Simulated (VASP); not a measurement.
Input:

```xyz
1
Lattice="0.0000 2.3991 2.3991 2.3991 0.0000 2.3991 2.3991 2.3991 0.0000" Properties=species:S:1:pos:R:3 pbc="T T T"
Lu     0.0000     0.0000     0.0000
```

Calculation: PBEsol GGA, VASP's PBE PAW potentials (set 64) (plane waves; VASP). Numerical set-up: 400 eV cut-off, 12×12×12 Γ-centred mesh, first-order Methfessel-Paxton smearing of 0.10 eV, potentials Lu_3.

Question: Predict the energy per atom (σ→0), band gap (on the k-mesh) with the smallest direct gap where there is one.

Answer: 
| Item | Value |
|---|---|
| band gap (on the k-mesh) | none (metal, semimetal or under 0.01 eV) |
| energy per atom (σ→0) | -4.834 eV/atom |

Only differences to runs with the same potentials and settings are physical.

The structure was generated: Lu was put into the fcc type (Fm-3m), which need not be its known phase. It was relaxed first, which changed the volume by -7 %. The start is the result of an earlier pass.
